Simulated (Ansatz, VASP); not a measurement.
## Nb3Ag in VASP and in Ansatz

```xyz
4
Lattice="0.0000 3.3059 3.3059 3.3059 0.0000 3.3059 3.3059 3.3059 0.0000" Properties=species:S:1:pos:R:3 pbc="T T T"
Nb    4.9588    4.9588    4.9588
Nb    3.3059    3.3059    3.3059
Nb    1.6529    1.6529    1.6529
Ag    0.0000    0.0000    0.0000
```

Alike in both runs: functional PBE; k mesh 12 × 12 × 12; occupations gaussian, width 0.1 eV; no spin polarisation.

Ansatz relaxed the structure, and its values are those at the end. VASP's run is a single point on that final structure, the one shown.

```csv
,VASP,Ansatz
version,VASP 6.6.1,Ansatz 0.2.0
potentials or method,"VASP PAW PBE potentials, release 64 (Nb_sv, Ag)","scalar-relativistic, plane waves, PAW"
plane-wave cutoff (eV),520,420
valence electrons in the cell,50,58
```

Ansatz gave:

```
gap on the k mesh at the Fermi level (eV) : none
pressure (GPa)                            : 0.0
```

Question: Estimate VASP's values.

Answer: gap on the k mesh at the Fermi level (eV): none; pressure (GPa): -0.4.

A gap of «none» marks a metal or a gap that the smearing closes. The two sets of potentials don't hold the same shells in valence.
